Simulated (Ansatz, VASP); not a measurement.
One calculation of CsBa3, two programs

File INCAR:

```
PREC     = Accurate       # precision mode
ENCUT    = 520            # plane-wave cutoff, eV
EDIFF    = 1E-7           # SCF threshold, eV
ISMEAR   = -1             # smearing method
SIGMA    = 0.05           # smearing width, eV
LREAL    = False          # projectors in reciprocal space
LASPH    = True           # aspherical terms in the spheres
NELM     = 80             # most SCF steps
ALGO     = Normal         # electronic algorithm
ISIF     = 2              # what is computed and relaxed
LWAVE    = False          # write WAVECAR
LCHARG   = False          # write CHGCAR
GGA      = PE             # functional
NBANDS   = 28             # bands
```

Contents of KPOINTS:

```
Automatic mesh
0
Gamma
  5 5 5
```

Contents of POSCAR:

```
CsBa3
1.0
    0.0000000000      5.1862407696      5.1862407696
    5.1862407696      0.0000000000      5.1862407696
    5.1862407696      5.1862407696      0.0000000000
Ba Cs
3 1
Direct
    0.5000000000      0.5000000000      0.5000000000
    0.7500000000      0.7500000000      0.7500000000
    0.2500000000      0.2500000000      0.2500000000
    0.0000000000      0.0000000000      0.0000000000
```

input.yaml

```yaml
crystal:
  lattice:
    - [0.0, 5.1862407696, 5.1862407696]
    - [5.1862407696, 0.0, 5.1862407696]
    - [5.1862407696, 5.1862407696, 0.0]
  atoms:
    - { symbol: Ba, position: [0.5, 0.5, 0.5] }
    - { symbol: Ba, position: [0.75, 0.75, 0.75] }
    - { symbol: Ba, position: [0.25, 0.25, 0.25] }
    - { symbol: Cs, position: [0.0, 0.0, 0.0] }
hamiltonian:
  xc: pbe
  pseudopotentials: { kind: paw }
kpoints:
  mp_grid: { grid: [5, 5, 5] }
scf:
  occupations: { method: fermi_dirac, width: 0.05 }
output:
  forces: true
  stress: true
  eigenvalues: true
  write_density: true
  write_potential: true
  elf: true
  volumetric_format: npy
```

Change from the starting cell: volume scaled by 0.98.

Alike in both runs: task single point; functional PBE; k mesh 5 × 5 × 5; occupations fermi-dirac, width 0.05 eV; no spin polarisation.

```csv
,VASP,Ansatz
version,VASP 6.6.1,Ansatz 0.2.0
potentials or method,"VASP PAW PBE potentials, release 64 (Ba_sv, Cs_sv)",Ansatz PAW
plane-wave cutoff (eV),520,420
valence electrons in the cell,39,39
```

|  | VASP | Ansatz | Ansatz less VASP |
| --- | --- | --- | --- |
| gap on the k mesh at the Fermi level (eV) | none | none | - |
| pressure (GPa) | 0.2 | 0.2 | -0.02 |

A gap of «none» marks a metal or a gap that the smearing closes.

Spin-orbit coupling is left out, which matters for the levels of Ba, Cs.
